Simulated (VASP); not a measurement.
Input:

```xyz
2
Lattice="0.0000 3.3039 3.3039 3.3039 0.0000 3.3039 3.3039 3.3039 0.0000" Properties=species:S:1:pos:R:3 pbc="T T T"
K      0.0000     0.0000     0.0000
I      3.3039     3.3039     3.3039
```

Method: PBE GGA, VASP's PBE PAW potentials (set 64) (plane waves; VASP). Settings: 500 eV cut-off, 7×7×7 Γ-centred mesh, Gaussian smearing of 0.050 eV, potentials K_sv I.

Unless said otherwise, spin-orbit coupling is left out, though it shifts the bands of the heavy elements here.

### Question
Estimate the energy per atom (σ→0), pressure, band gap (on the k-mesh) with the smallest direct gap where there is one.

### Answer

```
Quantity                                     Result
-----------------------------------  --------------
band gap (on the k-mesh)                    4.50 eV
smallest direct gap (on the k-mesh)         4.50 eV
energy per atom (σ→0)                -2.658 eV/atom
pressure                                   4.92 GPa
```

Total energies compare only between runs with the same potentials, cut-off and functional.

The compound is KI in the rock salt structure. It was relaxed first under an external pressure of 5 GPa.
